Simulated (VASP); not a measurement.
Output of a VASP run:

**OSZICAR**
```
       N       E                     dE             d eps       ncg     rms          rms(c)
DAV:   1     0.943711899440E+02    0.94371E+02   -0.62291E+03  7258   0.385E+02
DAV:   2    -0.691472419445E+02   -0.16352E+03   -0.14872E+03  7442   0.150E+02
DAV:   3    -0.865698174087E+02   -0.17423E+02   -0.17136E+02  8494   0.488E+01
DAV:   4    -0.870811604413E+02   -0.51134E+00   -0.51069E+00  8848   0.824E+00
DAV:   5    -0.870955728405E+02   -0.14412E-01   -0.14411E-01  9536   0.145E+00    0.311E+00
DAV:   6    -0.826872289081E+02    0.44083E+01   -0.12314E+00  9652   0.894E+00    0.252E+00
DAV:   7    -0.825881927549E+02    0.99036E-01   -0.52305E-01  7386   0.312E+00    0.160E+00
DAV:   8    -0.826877266582E+02   -0.99534E-01   -0.64312E-01  7246   0.172E+00    0.710E-01
DAV:   9    -0.826473958386E+02    0.40331E-01   -0.48599E-02  8250   0.735E-01    0.645E-01
DAV:  10    -0.826443229935E+02    0.30728E-02   -0.51549E-03  8192   0.222E-01    0.868E-01
DAV:  11    -0.827003194420E+02   -0.55996E-01   -0.13172E-01  7176   0.909E-01    0.104E-01
DAV:  12    -0.827027027500E+02   -0.23833E-02   -0.50486E-03  8356   0.213E-01    0.193E-01
DAV:  13    -0.826913361152E+02    0.11367E-01   -0.35624E-03  7266   0.186E-01    0.462E-01
DAV:  14    -0.827051133165E+02   -0.13777E-01   -0.11722E-02  7156   0.377E-01    0.361E-02
DAV:  15    -0.827054650670E+02   -0.35175E-03   -0.49424E-04  8246   0.805E-02    0.256E-02
DAV:  16    -0.827054508663E+02    0.14201E-04   -0.23693E-05  8228   0.203E-02    0.888E-03
DAV:  17    -0.827054768434E+02   -0.25977E-04   -0.41981E-05  7458   0.299E-02    0.645E-03
DAV:  18    -0.827054748546E+02    0.19888E-05   -0.85610E-06  7486   0.138E-02    0.208E-03
DAV:  19    -0.827054822590E+02   -0.74044E-05   -0.17067E-06  8134   0.653E-03    0.185E-03
DAV:  20    -0.827054808856E+02    0.13734E-05   -0.28525E-07  8056   0.212E-03    0.976E-04
DAV:  21    -0.827054812556E+02   -0.37003E-06   -0.16913E-07  7284   0.109E-03    0.301E-04
DAV:  22    -0.827054810754E+02    0.18026E-06   -0.30262E-08  6764   0.650E-04    0.451E-05
DAV:  23    -0.827054812663E+02   -0.19090E-06   -0.40583E-09  4078   0.355E-04    0.672E-05
DAV:  24    -0.827054812801E+02   -0.13799E-07   -0.12769E-09  3960   0.192E-04
   1 F= -.82705481E+02 E0= -.82705481E+02  d E =-.409763E-18
 imaginary and real dielectric function
```

### OUTCAR
```
------------------------ aborting loop because EDIFF is reached ----------------------------------------
  FORCE on cell =-STRESS in cart. coord.  units (eV):
  Direction    XX          YY          ZZ          XY          YZ          ZX
  --------------------------------------------------------------------------------------
  Total       -0.0155490     -0.0155490     -0.0155490      0.0000000      0.0000000     -0.0000000
  in kB       -0.3569984     -0.3569984     -0.3569984      0.0000000      0.0000000     -0.0000000
  external PRESSURE =      -0.3569984 kB  Pullay stress =       0.0000000 kB
  volume of cell :       69.78
      direct lattice vectors                 reciprocal lattice vectors
     0.000000000  3.267677714  3.267677714    -0.153013866  0.153013866  0.153013866
     3.267677714  0.000000000  3.267677714     0.153013866 -0.153013866  0.153013866
     3.267677714  3.267677714  0.000000000     0.153013866  0.153013866 -0.153013866
  FREE ENERGIE OF THE ION-ELECTRON SYSTEM (eV)
  ---------------------------------------------------
  free  energy   TOTEN  =       -82.7054812801 eV

  energy  without entropy=      -82.7054812801  energy(sigma->0) =      -82.70548128

 plasma frequency squared (from intraband transitions) (eV^2)
  --------------------------------------------------------------------------------------
       0.000       0.000       0.000
       0.000       0.000       0.000
       0.000       0.000       0.000

 plasma frequency squared (from interband transitions, int dw w eps(2)(w)) (eV^2)
  --------------------------------------------------------------------------------------
     339.069       0.000       0.000       0.000       0.000       0.000
       0.000      -0.000     339.069       0.000      -0.000       0.000
       0.000      -0.000      -0.000      -0.000     339.069       0.000
```
(Selected blocks of OUTCAR.)

File POSCAR:
```
PbTe
1
    0.0000000000     3.2676777139     3.2676777139
    3.2676777139     0.0000000000     3.2676777139
    3.2676777139     3.2676777139     0.0000000000
Te Pb
1 1
Direct
  0.5000000000   0.5000000000   0.5000000000
  0.0000000000   1.0000000000   0.0000000000
```

Reconstruct the remaining input files.

Several could match; the one computed here: the input of the run itself, r2SCAN meta-GGA, plane waves, VASP's PBE PAW potentials (set 64).

### INCAR
```
# general
SYSTEM  = PbTe
PREC    = Accurate
ENCUT   = 400   # plane-wave cut-off (eV)
LREAL   = .False.   # projection in real space or not
LASPH   = .True.
NBANDS  = 42

# electronic loop
EDIFF   = 1E-7   # SCF stop (eV)
NELM    = 100
ALGO    = Normal   # blocked Davidson
LMAXMIX = 4   # l cut-off of mixed one-centre charges
LMIXTAU = .True.

# smearing
ISMEAR  = 0   # Gaussian
SIGMA   = 0.01   # width (eV)

# functional
METAGGA = R2SCAN

# output
LWAVE   = .False.
LCHARG  = .False.
NEDOS   = 1001   # DOS grid

# other
LOPTICS = .True.
LPEAD   = .True.
CSHIFT  = 0.1
```

**KPOINTS**
```
Automatic mesh
0
Gamma
13 13 13
0 0 0
```

POTCAR, in this order: Te Pb_d (PBE.64 set). Program: vasp_std.

The compound is PbTe in the rock salt structure. It was relaxed first.
